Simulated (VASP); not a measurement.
Given:

```
CELL_PARAMETERS angstrom
      4.04702     0.00000     0.00000
      0.00000     4.04702     0.00000
      0.00000     0.00000     4.04702
ATOMIC_POSITIONS crystal
  Ti 0.00000 0.00000 0.00000
  Pt 0.00000 0.50000 0.50000
  Pt 0.50000 0.00000 0.50000
  Pt 0.50000 0.50000 0.00000
```

Calculation: RPBE GGA, VASP's PBE PAW potentials (set 64) (plane waves; VASP). Settings: 520 eV cut-off, 8×8×8 Γ-centred mesh, first-order Methfessel-Paxton smearing of 0.10 eV, potentials Ti_sv Pt.

Give the stress tensor in GPa (positive for a compressed cell).

```
-10.99    0.00    0.00
  0.00  -10.99    0.00
  0.00    0.00  -10.99
```
The pressure is its mean diagonal, -10.99 GPa.

The compound is Pt3Ti in the L1_2 structure. This cell is one point of a volume scan, at 1.06 of the reference volume.
